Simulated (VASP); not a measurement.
Input:

```
Ga35GeN36
1.0
    4.86832    -8.43217     0.00000
    4.86832     8.43217     0.00000
    0.00000     0.00000    10.55628
Ga N Ge
35 36 1
Cartesian
  1.61997  -0.93808   2.63222
  1.62237   0.93541  10.55333
  1.61532  -0.94015   7.92542
  1.60367   0.92035   5.28727
  3.24862   1.87311   2.61959
  3.24574   3.74834  10.55391
  3.22344   1.88393   7.91480
  3.24904   3.77017   5.29002
  4.86747   4.68618   2.63376
  4.86697   6.55785  10.55463
  4.86655   4.68703   7.92602
  4.86451   6.55776   5.27960
  3.24842  -3.74951   2.63276
  3.24426  -1.87282  10.55363
  3.24522  -3.75011   7.92454
  3.21833  -1.88056   5.28916
  4.86659  -0.93063   2.61854
  4.86731   0.93691  10.54919
  4.86309  -0.95730   7.91445
  6.48623   1.87035   2.61894
  6.48933   3.74772  10.55456
  6.50475   1.88395   7.91461
  6.48084   3.76520   5.28897
  4.86687  -6.55482   2.63206
  4.86834  -4.68434  10.55433
  4.86646  -6.55633   7.92450
  4.86650  -4.68482   5.28573
  6.48735  -3.74686   2.63257
  6.49006  -1.87259  10.55448
  6.48678  -3.74788   7.92506
  6.50724  -1.87668   5.28939
  8.11576  -0.93728   2.63410
  8.11255   0.93645  10.55211
  8.11289  -0.93903   7.92642
  8.12279   0.92097   5.29148
  1.61750  -0.93817   4.62335
  1.62653   0.94039   1.99532
  1.62247  -0.93692   9.90877
  1.61896   0.93381   7.26529
  3.29640   1.84345   4.65021
  3.24391   3.74380   1.99531
  3.24870   1.87140   9.89367
  3.24358   3.74893   7.26787
  4.86531   4.68455   4.62481
  4.86787   6.55763   1.98775
  4.86778   4.68297   9.90926
  4.86363   6.55749   7.26684
  3.24357  -3.75068   4.62623
  3.24973  -1.87146   1.99476
  3.24362  -3.74707   9.90978
  3.23932  -1.87525   7.26656
  4.86199  -0.87465   4.64983
  4.86664   0.93835   1.98253
  4.86690  -0.93130   9.89273
  4.86317   0.93626   7.19353
  6.43050   1.83956   4.65013
  6.49103   3.74223   1.99561
  6.48485   1.87138   9.89337
  6.48749   3.74785   7.26642
  4.86358  -6.55776   4.62570
  4.86876  -4.68422   1.98808
  4.86794  -6.55996   9.90847
  4.86639  -4.68483   7.26967
  6.48634  -3.74706   4.62598
  6.48600  -1.86916   1.99560
  6.49203  -3.74594   9.90945
  6.48850  -1.87238   7.26698
  8.11070  -0.93686   4.62585
  8.10891   0.93957   1.99375
  8.11151  -0.93614   9.91003
  8.11058   0.93591   7.26868
  4.86146   0.93548   5.27755
```
Cell charge +1.

The numbers are results of HSE06 screened hybrid, VASP's PBE PAW potentials (set 64) (plane waves; VASP), not measurements. Settings: PREC = Normal, LREAL = Auto, ISYM = 0, NELECT = 288.0, EDIFF = 1E-5, 400 eV cut-off, 1×1×1 Γ-centred mesh, Gaussian smearing of 0.050 eV, potentials Ga N Ge.

The cell is charged, with a uniform compensating background. The supercell is sampled at Γ alone, which is coarse: total energies, pressure and levels can be off, energies of defects by several tenths of an eV.

### Question
Estimate the energy per atom (σ→0).

### Answer

```
Item                           Result
---------------------  --------------
energy per atom (σ→0)  -7.402 eV/atom
```

Total energies compare only between runs with the same potentials, cut-off and functional.

The cell is a supercell with a defect, built from GaN (wurtzite): Ge_Ga, charge +1. The cell's shape comes from a PBE relaxation. The run is not spin-polarised, so no state with unpaired spins was tried.
